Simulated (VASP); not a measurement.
Data:

```
AgBr
1.0
    0.00000     2.88319     2.88319
    2.88319     0.00000     2.88319
    2.88319     2.88319     0.00000
Ag Br
1 1
Direct
  0.00000   0.00000   0.00000
  0.50000   0.50000   0.50000
```

The numbers are results of PW91 GGA, VASP's PBE PAW potentials (set 64) (plane waves; VASP), not measurements. Numerical set-up: 520 eV cut-off, 8×8×8 Γ-centred mesh, Gaussian smearing of 0.050 eV, potentials Ag Br.

**Question.** Estimate the energy per atom (σ→0), pressure, band gap (on the k-mesh) with the smallest direct gap where there is one.

**Answer.** 
```yaml
band gap (on the k-mesh): 0.67 eV
smallest direct gap (on the k-mesh): 2.55 eV
energy per atom (σ→0): -2.531 eV/atom
pressure: 1.40 GPa
```

Only differences to runs with the same potentials and settings are physical.

The compound is AgBr in the rock salt structure. This cell is one point of a volume scan, at 0.97 of the reference volume.
